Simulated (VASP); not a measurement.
OSZICAR of a VASP run on Eu (bcc):

### OSZICAR
```
       N       E                     dE             d eps       ncg     rms          rms(c)
DAV:   1     0.133815124762E+02    0.13382E+02   -0.41760E+03   768   0.916E+02
DAV:   2    -0.147107229673E+01   -0.14853E+02   -0.14713E+02   960   0.123E+02
DAV:   3    -0.182449586128E+01   -0.35342E+00   -0.33046E+00  1136   0.145E+01
DAV:   4    -0.183042341713E+01   -0.59276E-02   -0.57314E-02  1048   0.165E+00
DAV:   5    -0.183044906360E+01   -0.25646E-04   -0.25647E-04  1184   0.129E-01    0.641E+00
DAV:   6    -0.184200802709E+01   -0.11559E-01   -0.15107E-03  1144   0.406E-01    0.382E+00
DAV:   7    -0.184849595522E+01   -0.64879E-02   -0.36997E-03  1112   0.606E-01    0.560E-02
DAV:   8    -0.184853256837E+01   -0.36613E-04   -0.11706E-04  1288   0.928E-02    0.146E-02
DAV:   9    -0.184853910662E+01   -0.65382E-05   -0.72153E-06  1144   0.219E-02    0.538E-03
DAV:  10    -0.184853890240E+01    0.20422E-06   -0.15669E-06  1072   0.998E-03
   1 F= -.18485389E+01 E0= -.18484329E+01  d E =-.317862E-03
```

### Question
Which electronic solver shows in the log?

### Answer
It is blocked Davidson (ALGO = Normal, or the opening steps of other solvers). The INCAR had ALGO = Normal.

### Question
Can the final energy be trusted as converged?

### Answer
The calculation finished and met its thresholds. It stopped with EDIFF = 1E-6, NELM = 100 (PBE GGA, plane waves, VASP's PBE PAW potentials (set 64)). The 4f electrons are frozen in the core of the lanthanide potential, so 4f levels, which can set the real gap, and their magnetism are missing.

The compound is Eu in the bcc structure. The cell was not relaxed at this level. The run is one of a series of settings (ENCUT = 600 against the base run), some of them coarse on purpose.
